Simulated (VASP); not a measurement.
Runs of VASP 6.6.1 on AlCo. Symmetry: Pm-3m, No. 221, cubic system. The conventional cell has a = 2.819 Å, b = 2.819 Å, c = 2.819 Å, α = 90.00°, β = 90.00°, γ = 90.00°. Al (site symmetry m-3m) is surrounded by 8 Co at 2.44 Å. Co (site symmetry m-3m) has 8 Al at 2.44 Å as nearest neighbours. The cell is a database's computed one.

```tsv
task	level	cell	gap on the mesh (eV)	pressure (GPa)	relaxed volume (Å³/atom)
relaxation of cell and atoms	AM05	relaxed	none	0.0	(a)
relaxation of the atoms	PBEsol	atoms relaxed from: a relaxed cell with its volume scaled by 0.98	none	4.1	-
relaxation of cell and atoms	PBEsol	relaxed	none	0.1	11.24
relaxation of the atoms	PBEsol	atoms relaxed from: a relaxed cell with its volume scaled by 0.94	none	13.7	-
```

Alike in all rows: potentials or basis VASP PAW PBE potentials, release 64 (Al, Co); no spin polarisation; k mesh 14 × 14 × 14; cutoff (eV) 600; smearing methfessel-paxton 0.1 eV.

Question: Fill in the values left out.

Answer: (a) 11.23.

Caveats: the PAW data sets were made with another functional, which shifts forces and pressure a little; the relaxation stopped at its first step, so nothing moved (some runs).

A gap of «none» marks a metal or a gap under the smearing width.
